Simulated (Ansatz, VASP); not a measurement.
This is a calculation of Y3F for VASP 6.6.1.

File INCAR:

```
SYSTEM = Y3F
PREC = Accurate ; ENCUT = 600
EDIFF = 1E-7 ; ISMEAR = -1
SIGMA = 0.05 ; LREAL = .FALSE.
LASPH = .TRUE. ; NELM = 60
ALGO = Fast ; ISIF = 3
LWAVE = .FALSE. ; LCHARG = .FALSE.
GGA = B5 ; ALDAX = 1.0
AGGAX = 1.0 ; AGGAC = 1.0
ALDAC = 0.0 ; IBRION = 2
NSW = 60 ; EDIFFG = -0.01
```

The input KPOINTS:

```
regular mesh
0
G
  4 4 6
  0 0 0
```

POSCAR

```
Y3F
1.0
    6.2666500000      0.0000000000      0.0000000000
   -3.1333300000      5.4270800000      0.0000000000
    0.0000000000      0.0000000000      3.3619900000
Y F
3 1
Direct
    0.5000000000      0.0000000000      0.0000000000
    0.0000000000      0.5000000000      0.0000000000
    0.5000000000      0.5000000000      0.0000000000
    0.0000000000      0.0000000000      0.0000000000
```

Potentials or basis: VASP PAW PBE potentials, release 64 (Y_sv, F).

Launch:

```console
$ cat potpaw_PBE.64/Y_sv/POTCAR potpaw_PBE.64/F/POTCAR > POTCAR
$ mpirun -np 1 vasp_std > vasp.out
```

Set up the same calculation for Ansatz 0.2.0. Potentials there: Ansatz PAW.

As run (the cutoff follows the program's own potentials):

Contents of input.yaml:

```yaml
crystal:
  lattice:
    - [6.26665, 0.0, 0.0]
    - [-3.13333, 5.42708, 0.0]
    - [0.0, 0.0, 3.36199]
  atoms:
    - { symbol: "Y", position: [0.5, 0.0, 0.0] }
    - { symbol: "Y", position: [0.0, 0.5, 0.0] }
    - { symbol: "Y", position: [0.5, 0.5, 0.0] }
    - { symbol: F, position: [0.0, 0.0, 0.0] }
hamiltonian:
  xc: blyp
  pseudopotentials: { kind: paw }
kpoints:
  mp_grid: { grid: [4, 4, 6] }
scf:
  occupations: { method: fermi_dirac, width: 0.05 }
output:
  forces: true
  stress: true
  eigenvalues: true
relax:
  f_tol: 0.01
  max_steps: 40
  cell: { stress_tol: 0.05 }
```

Potentials or basis: Ansatz PAW.

Launch:

```bash
$ ansatz run input.yaml --threads 2 --pin off --max-ram 5632MiB --backend cpu --events-out ev --progress --plain --runs-dir out
```

Both were run:

|  | VASP | Ansatz | Ansatz less VASP |
| --- | --- | --- | --- |
| gap on the k mesh at the Fermi level, each at its own relaxed structure (eV) | none | none | - |
| relaxed volume (Å³/atom) | 29.78 | 29.87 | +0.092 |
| relaxed cell length with the largest relative difference (Å) | 3.402 | 3.409 | +0.0075 |
| energy change over the relaxation (meV/atom) | -4 | -5 | -0.7 |

A gap of «none» marks a metal or a gap that the smearing closes.

Caveats: the PAW data sets were made with another functional, which shifts forces and pressure a little (VASP); the plane-wave basis is chosen anew once the cell has moved, so the energies of steps on either side of that aren't comparable (Ansatz); the PAW data sets come from PBE, with cores solved anew for the run's functional, which leaves a small shift of forces and pressure (Ansatz).
